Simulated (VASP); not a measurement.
# Ca2CuS2O2 (P4/mmm) in VASP: reference runs, part 2 of 2

VASP 6.6.1.

## Step 4: Equation of state, PBE, 15.52 Å³/atom (volume scaled by 0.94)

The input, INCAR:

```
SYSTEM = Ca2CuS2O2
PREC     = Accurate       ! precision mode
ENCUT    = 520            ! plane-wave cutoff, eV
EDIFF    = 1E-7           ! SCF threshold, eV
ISMEAR   = -1             ! smearing method
SIGMA    = 0.05           ! smearing width, eV
LREAL    = .FALSE.        ! projectors in reciprocal space
LASPH    = .TRUE.         ! aspherical terms in the spheres
NELM     = 60             ! most SCF steps
ALGO     = Normal         ! electronic algorithm
ISIF     = 2              ! what is computed and relaxed
LWAVE    = .FALSE.        ! write WAVECAR
LCHARG   = .FALSE.        ! write CHGCAR
GGA      = PE             ! functional
NBANDS   = 36             ! bands
```

The input, KPOINTS:

```
Automatic mesh
0
G
  7 7 4
  0 0 0
```

The input, POSCAR:

```
Ca2CuS2O2
1.0
    3.7836503653      0.0000000000      0.0000000000
    0.0000000000      3.7836503653      0.0000000000
    0.0000000000      0.0000000000      7.5873587358
Cu Ca S O
1 2 2 2
Direct
    0.0000000000      0.0000000000      0.5000000000
    0.5000000000      0.5000000000      0.2918880000
    0.5000000000      0.5000000000      0.7081120000
    0.0000000000      0.0000000000      0.1383120000
    0.0000000000      0.0000000000      0.8616880000
    0.5000000000      0.0000000000      0.5000000000
    0.0000000000      0.5000000000      0.5000000000
```

Launch:

```
$ cat potpaw_PBE.64/Cu/POTCAR potpaw_PBE.64/Ca_sv/POTCAR potpaw_PBE.64/S/POTCAR potpaw_PBE.64/O/POTCAR > POTCAR
$ mpirun -np 1 vasp_std > vasp.out
```

Wall time 3.7 min (1 thread of Intel Xeon Platinum 8259CL at 2.50GHz (Skylake/Cascade Lake), shared host); peak memory 0.27 GiB.

It converged, with:

```yaml
Free_energy: -36.7671 eV
Pressure: 6.6 GPa
Largest_force: 0.273 eV/Å
Band_gap_on_the_k_mesh: none (metal or under the smearing width)
```

Caveat: an odd number of electrons without spin polarisation forces a metal; a magnetic or distorted state may lie lower; the run has no spin polarisation, though such a crystal can be magnetic; semilocal functionals often make such compounds metallic where correlation or magnetic order opens a gap, which also shifts bond lengths.

## Step 5: Equation of state, PBE, 15.85 Å³/atom (volume scaled by 0.96)

The input, INCAR:

```
SYSTEM = Ca2CuS2O2
PREC = Accurate
ENCUT = 520
EDIFF = 1E-7
ISMEAR = -1
SIGMA = 0.05
LREAL = .False.
LASPH = .True.
NELM = 60
ALGO = Normal
ISIF = 2
LWAVE = .False.
LCHARG = .False.
GGA = PE
NBANDS = 36
```

The input, KPOINTS:

```
Automatic mesh
0
Gamma
  7 7 4
  0 0 0
```

POSCAR, as its differences from that of step 4:

```diff
@@ -2,5 +2,5 @@
 1.0
-    3.7836503653      0.0000000000      0.0000000000
-    0.0000000000      3.7836503653      0.0000000000
-    0.0000000000      0.0000000000      7.5873587358
+    3.8102966684      0.0000000000      0.0000000000
+    0.0000000000      3.8102966684      0.0000000000
+    0.0000000000      0.0000000000      7.6407926001
 Cu Ca S O
```

Launch:

```
$ cat potpaw_PBE.64/Cu/POTCAR potpaw_PBE.64/Ca_sv/POTCAR potpaw_PBE.64/S/POTCAR potpaw_PBE.64/O/POTCAR > POTCAR
$ mpirun -np 1 vasp_std > vasp.out
```

It took 4.4 min on 1 thread of Intel Xeon Platinum 8259CL at 2.50GHz (Skylake/Cascade Lake), shared host; peak memory 0.27 GiB.

Results (log left out):

```
Free energy            : -36.8475 eV
Pressure               : 4.3 GPa
Largest force          : 0.161 eV/Å
Band gap on the k mesh : none (metal or under the smearing width)
```

Caveat: an odd number of electrons without spin polarisation forces a metal; a magnetic or distorted state may lie lower; the run has no spin polarisation, though such a crystal can be magnetic; semilocal functionals often make such compounds metallic where correlation or magnetic order opens a gap, which also shifts bond lengths.

## Step 6: Equation of state, PBE, 16.18 Å³/atom (volume scaled by 0.98)

The input, INCAR:

```
ALGO = Normal
EDIFF = 1E-7
ENCUT = 520
GGA = PE
ISIF = 2
ISMEAR = -1
LASPH = T
LCHARG = F
LREAL = F
LWAVE = F
NBANDS = 36
NELM = 60
PREC = Accurate
SIGMA = 0.05
```

The input, KPOINTS:

```
k-points
0
Gamma
  7 7 4
```

POSCAR, as its differences from that of step 5:

```diff
@@ -2,5 +2,5 @@
 1.0
-    3.8102966684      0.0000000000      0.0000000000
-    0.0000000000      3.8102966684      0.0000000000
-    0.0000000000      0.0000000000      7.6407926001
+    3.8365754068      0.0000000000      0.0000000000
+    0.0000000000      3.8365754068      0.0000000000
+    0.0000000000      0.0000000000      7.6934893867
 Cu Ca S O
```

Potentials or basis: VASP PAW PBE potentials, release 64 (Cu, Ca_sv, S, O).

Launch:

```
$ cat potpaw_PBE.64/Cu/POTCAR potpaw_PBE.64/Ca_sv/POTCAR potpaw_PBE.64/S/POTCAR potpaw_PBE.64/O/POTCAR > POTCAR
$ mpirun -np 1 vasp_std > vasp.out
```

Run time: 4.8 min. Hardware: 1 thread of Intel Xeon Platinum 8259CL at 2.50GHz (Skylake/Cascade Lake), shared host; peak memory 0.29 GiB.

The run converged. Its results:

| Quantity | Value |
| --- | --- |
| Free energy | -36.8960 eV |
| Pressure | 2.2 GPa |
| Largest force | 0.067 eV/Å |
| Band gap on the k mesh | none (metal or under the smearing width) |

Caveat: an odd number of electrons without spin polarisation forces a metal; a magnetic or distorted state may lie lower; the run has no spin polarisation, though such a crystal can be magnetic; semilocal functionals often make such compounds metallic where correlation or magnetic order opens a gap, which also shifts bond lengths.

## Step 7: Equation of state, PBE, 16.84 Å³/atom (volume scaled by 1.02)

The input, INCAR:

```
SYSTEM = Ca2CuS2O2
PREC = Accurate
ENCUT = 520
EDIFF = 1E-7
ISMEAR = -1
SIGMA = 0.05
LREAL = .False.
LASPH = .True.
NELM = 60
ALGO = Normal
ISIF = 2
LWAVE = .False.
LCHARG = .False.
GGA = PE
NBANDS = 36
```

The input, KPOINTS:

```
Automatic mesh
0
Gamma
  7 7 4
  0 0 0
```

POSCAR, as its differences from that of step 6:

```diff
@@ -2,5 +2,5 @@
 1.0
-    3.8365754068      0.0000000000      0.0000000000
-    0.0000000000      3.8365754068      0.0000000000
-    0.0000000000      0.0000000000      7.6934893867
+    3.8880792091      0.0000000000      0.0000000000
+    0.0000000000      3.8880792091      0.0000000000
+    0.0000000000      0.0000000000      7.7967700247
 Cu Ca S O
```

Launch:

```
$ cat potpaw_PBE.64/Cu/POTCAR potpaw_PBE.64/Ca_sv/POTCAR potpaw_PBE.64/S/POTCAR potpaw_PBE.64/O/POTCAR > POTCAR
$ mpirun -np 1 vasp_std > vasp.out
```

Run time: 5 min. Hardware: 1 thread of Intel Xeon Platinum 8259CL at 2.50GHz (Skylake/Cascade Lake), shared host; peak memory 0.3 GiB.

Results (log left out):

| Item | Value |
| --- | --- |
| Free energy | -36.9101 eV |
| Pressure | -1.4 GPa |
| Largest force | 0.236 eV/Å |
| Band gap on the k mesh | none (metal or under the smearing width) |

Caveat: an odd number of electrons without spin polarisation forces a metal; a magnetic or distorted state may lie lower; the run has no spin polarisation, though such a crystal can be magnetic; semilocal functionals often make such compounds metallic where correlation or magnetic order opens a gap, which also shifts bond lengths.

## Step 8: Equation of state, PBE, 17.17 Å³/atom (volume scaled by 1.04)

The input, INCAR:

```
SYSTEM = Ca2CuS2O2
PREC     = Accurate       ! precision mode
ENCUT    = 520            ! plane-wave cutoff, eV
EDIFF    = 1E-7           ! SCF threshold, eV
ISMEAR   = -1             ! smearing method
SIGMA    = 0.05           ! smearing width, eV
LREAL    = .FALSE.        ! projectors in reciprocal space
LASPH    = .TRUE.         ! aspherical terms in the spheres
NELM     = 60             ! most SCF steps
ALGO     = Normal         ! electronic algorithm
ISIF     = 2              ! what is computed and relaxed
LWAVE    = .FALSE.        ! write WAVECAR
LCHARG   = .FALSE.        ! write CHGCAR
GGA      = PE             ! functional
NBANDS   = 36             ! bands
```

The input, KPOINTS:

```
Automatic mesh
0
G
  7 7 4
  0 0 0
```

POSCAR, as its differences from that of step 7:

```diff
@@ -2,5 +2,5 @@
 1.0
-    3.8880792091      0.0000000000      0.0000000000
-    0.0000000000      3.8880792091      0.0000000000
-    0.0000000000      0.0000000000      7.7967700247
+    3.9133271841      0.0000000000      0.0000000000
+    0.0000000000      3.9133271841      0.0000000000
+    0.0000000000      0.0000000000      7.8473998201
 Cu Ca S O
```

Launch:

```
$ cat potpaw_PBE.64/Cu/POTCAR potpaw_PBE.64/Ca_sv/POTCAR potpaw_PBE.64/S/POTCAR potpaw_PBE.64/O/POTCAR > POTCAR
$ mpirun -np 1 vasp_std > vasp.out
```

Wall time 4.1 min (1 thread of Intel Xeon Platinum 8259CL at 2.50GHz (Skylake/Cascade Lake), shared host); peak memory 0.3 GiB.

The run converged. Its results:

| Item | Value |
| --- | --- |
| Free energy | -36.8812 eV |
| Pressure | -2.9 GPa |
| Largest force | 0.312 eV/Å |
| Band gap on the k mesh | none (metal or under the smearing width) |

Caveat: an odd number of electrons without spin polarisation forces a metal; a magnetic or distorted state may lie lower; the run has no spin polarisation, though such a crystal can be magnetic; semilocal functionals often make such compounds metallic where correlation or magnetic order opens a gap, which also shifts bond lengths.

## Step 9: Equation of state, PBE, 17.50 Å³/atom (volume scaled by 1.06)

The input, INCAR:

```
SYSTEM = Ca2CuS2O2
ALGO = Normal
EDIFF = 1E-7
ENCUT = 520
GGA = PE
ISIF = 2
ISMEAR = -1
LASPH = .True.
LCHARG = .False.
LREAL = .False.
LWAVE = .False.
NBANDS = 36
NELM = 80
PREC = Accurate
SIGMA = 0.05
```

The input, KPOINTS:

```
k-points
0
Gamma
  7 7 4
  0 0 0
```

POSCAR, as its differences from that of step 8:

```diff
@@ -2,5 +2,5 @@
 1.0
-    3.9133271841      0.0000000000      0.0000000000
-    0.0000000000      3.9133271841      0.0000000000
-    0.0000000000      0.0000000000      7.8473998201
+    3.9382535070      0.0000000000      0.0000000000
+    0.0000000000      3.9382535070      0.0000000000
+    0.0000000000      0.0000000000      7.8973846061
 Cu Ca S O
```

Potentials or basis: VASP PAW PBE potentials, release 64 (Cu, Ca_sv, S, O).

Launch:

```
$ cat potpaw_PBE.64/Cu/POTCAR potpaw_PBE.64/Ca_sv/POTCAR potpaw_PBE.64/S/POTCAR potpaw_PBE.64/O/POTCAR > POTCAR
$ mpirun -np 1 vasp_std > vasp.out
```

Wall time 3.2 min (1 thread of Intel Xeon Platinum 8259CL at 2.50GHz (Skylake/Cascade Lake), shared host); peak memory 0.29 GiB.

Results (log left out):

```yaml
Free_energy: -36.8317 eV
Pressure: -4.2 GPa
Largest_force: 0.383 eV/Å
Band_gap_on_the_k_mesh: none (metal or under the smearing width)
```

Caveat: an odd number of electrons without spin polarisation forces a metal; a magnetic or distorted state may lie lower; the run has no spin polarisation, though such a crystal can be magnetic; semilocal functionals often make such compounds metallic where correlation or magnetic order opens a gap, which also shifts bond lengths.

## Step 10: Equation of state, PBE

Potentials or basis: VASP PAW PBE potentials, release 64 (Cu, Ca_sv, S, O).

This step only gathers the single runs of the series.

Results:

```yaml
Equilibrium_volume: 16.59 Å³/atom
Bulk_modulus_at_fixed_shape_and_positions: 87 GPa
Pressure_derivative_of_the_bulk_modulus: 4.4
```

Energy against volume, from the lowest point:
```csv
volume (Å³/atom),energy (meV/atom)
15.517,21.25
15.847,9.76
16.178,2.84
16.508,0.00
16.838,0.82
17.168,4.95
17.498,12.03
```

Caveat: the cell was scaled at fixed shape and fractional positions, which overstates the stiffness of a crystal with free parameters, most of all of layers and chains; the run has no spin polarisation, though such a crystal can be magnetic.

## Step 11: Overview

| task | cell | gap on the mesh (eV) | pressure (GPa) | largest force (eV/Å) |
| --- | --- | --- | --- | --- |
| single point | as given | none | 0.3 | 0.15 |
| single point | atoms moved at random, drawn with an rms of 0.05 Å | none | 0.1 | 0.56 |
| equation of state | as given | - | - | - |

Alike in all rows: level PBE; potentials or basis VASP PAW PBE potentials, release 64 (Cu, Ca_sv, S, O); no spin polarisation; k mesh 7 × 7 × 4; cutoff (eV) 520; smearing fermi-dirac 0.05 eV.

Caveats: the run has no spin polarisation, though such a crystal can be magnetic; an odd number of electrons without spin polarisation forces a metal (some runs); a magnetic or distorted state may lie lower (some runs); semilocal functionals often make such compounds metallic where correlation or magnetic order opens a gap, which also shifts bond lengths (some runs); the cell was scaled at fixed shape and fractional positions, which overstates the stiffness of a crystal with free parameters, most of all of layers and chains (some runs).

Absolute energies hang on the potentials; compare differences alone.
